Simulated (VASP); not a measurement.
Consider the following.

```yaml
crystal:
  lattice:
    - [3.98868, 0.00000, 0.00000]
    - [0.00000, 4.22911, 0.00000]
    - [0.00000, 0.00000, 11.12178]
  atoms:
    - { symbol: Sn, position: [0.25000, 0.38678, 0.61850] }
    - { symbol: Sn, position: [0.25000, 0.11322, 0.11850] }
    - { symbol: Sn, position: [0.75000, 0.61322, 0.38150] }
    - { symbol: Sn, position: [0.75000, 0.88678, 0.88150] }
    - { symbol: S, position: [0.25000, 0.02642, 0.35277] }
    - { symbol: S, position: [0.25000, 0.47358, 0.85277] }
    - { symbol: S, position: [0.75000, 0.97358, 0.64723] }
    - { symbol: S, position: [0.75000, 0.52642, 0.14723] }
```

All values below come from PBEsol GGA, VASP's PBE PAW potentials (set 64) (plane waves; VASP 6.6.1). Run with 400 eV cut-off, 6×6×3 Γ-centred mesh, tetrahedra with Blöchl corrections, potentials Sn_d S.

### Question
The job: SnS (sg62), 8 atoms, PBEsol, static run, 400 eV, 6×6×3 Γ-centred mesh. Roughly how much core time does it take on a busy server core?

### Answer
About 2 core-minutes (one run on a shared machine, a rough figure). It had 32 irreducible k-points, 48 bands, up to 3441 plane waves and 14 electronic steps.

The compound is SnS in the sg62 structure. It was relaxed first.
